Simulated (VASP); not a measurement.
Input:

```yaml
crystal:
  lattice:
    - [3.83616, 0.00000, 0.00000]
    - [0.00000, 3.83616, 0.00000]
    - [0.00000, 0.00000, 3.83616]
  atoms:
    - { symbol: Tl, position: [0.00000, 0.00000, 0.00000] }
    - { symbol: Cl, position: [0.50000, 0.50000, 0.50000] }
```

Computed with optB88-vdW, VASP's PBE PAW potentials (set 64) (plane waves; VASP). Run with 520 eV cut-off, Gaussian smearing of 0.050 eV, potentials Tl_d Cl.

Unless said otherwise, spin-orbit coupling is left out, though it shifts the bands of the heavy elements here.

Question: Give the energies of bands 7 to 13 at the high-symmetry points, in eV from the valence-band maximum.

Answer: 
```
band      Γ      X      M      R
----  -----  -----  -----  -----
7     -4.60  -5.45  -3.44  -2.27
8     -1.46  -1.03  -2.91  -1.94
9     -1.46  -1.03  -2.91  -1.94
10    -1.46   0.00  -0.99  -1.94
11     7.75   2.12   4.88   2.56
12     7.75   6.53   4.88   2.56
13     7.75   6.53   8.35   2.56
```

The gap is direct, 2.12 eV, from the valence maximum at X to the conduction minimum at X.

The compound is TlCl in the CsCl type structure. It was relaxed first.
